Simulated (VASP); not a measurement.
Consider the following.

```
Mg2Si
1.0
    0.00000     3.17980     3.17980
    3.17980     0.00000     3.17980
    3.17980     3.17980     0.00000
Mg Si
2 1
Direct
  0.25000   0.25000   0.25000
  0.75000   0.75000   0.75000
  0.00000   0.00000   0.00000
```

Level of theory: PBE GGA, VASP's PBE PAW potentials (set 64) (plane waves; VASP). Run with 520 eV cut-off, Gaussian smearing of 0.050 eV, potentials Mg Si.

Give the energies of bands 2 to 7 at the high-symmetry points, in eV from the valence-band maximum.

```
band     Γ      X      U      L      W
----  ----  -----  -----  -----  -----
2     0.00  -4.42  -4.00  -4.75  -3.59
3     0.00  -1.94  -3.43  -0.70  -3.59
4     0.00  -1.94  -1.62  -0.70  -2.65
5     1.85   0.21   0.69   1.24   2.67
6     2.56   0.40   2.97   2.55   3.55
7     2.56   7.90   5.84   2.55   3.55
```

The gap is indirect, 0.21 eV, from the valence maximum at Γ to the conduction minimum at X.

Measured: gap 0.77 eV (computed value off by -0.56 eV), as given by Byungki Ryu et al., Journal of the Korean Physical Society (2019), arXiv:1905.06140.

The compound is Mg2Si in the antifluorite structure. It was relaxed first.
